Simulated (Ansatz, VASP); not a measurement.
Li3Nb2P3: VASP beside Ansatz

```xyz
8
Lattice="8.1780 0.0000 0.0000 -4.0890 7.0824 0.0000 0.0000 0.0000 4.7201" Properties=species:S:1:pos:R:3 pbc="T T T"
Li    4.0890    0.0000    0.0000
Li   -2.0445    3.5412    0.0000
Li    2.0445    3.5412    0.0000
Nb    0.0000    4.7216    2.3600
Nb    4.0890    2.3608    2.3600
P     4.0890    0.0000    2.3600
P    -2.0445    3.5412    2.3600
P     2.0445    3.5412    2.3600
```

Alike in both runs: task relaxation of cell and atoms; functional PBE; k mesh 6 × 6 × 8; occupations gaussian, width 0.1 eV; no spin polarisation.

|  | VASP | Ansatz |
| --- | --- | --- |
| version | VASP 6.6.1 | Ansatz 0.2.0 |
| potentials or method | VASP PAW PBE potentials, release 64 (Li_sv, Nb_sv, P) | scalar-relativistic, plane waves, PAW |
| plane-wave cutoff (eV) | 600 | 420 |
| valence electrons in the cell | 50 | 50 |

```csv
,VASP,Ansatz,Ansatz less VASP
"gap on the k mesh at the Fermi level, each at its own relaxed structure (eV)",none,none,-
relaxed volume (Å³/atom),33.93,33.97,+0.038
relaxed cell length with the largest relative difference (Å),8.163,8.171,+0.0073
```

A gap of «none» marks a metal or a gap that the smearing closes.

Caveats: the cutoff is under 1.25 times the usual one of these potentials, so pressure, stress and relaxed cells hold a basis-set (Pulay) error (VASP).
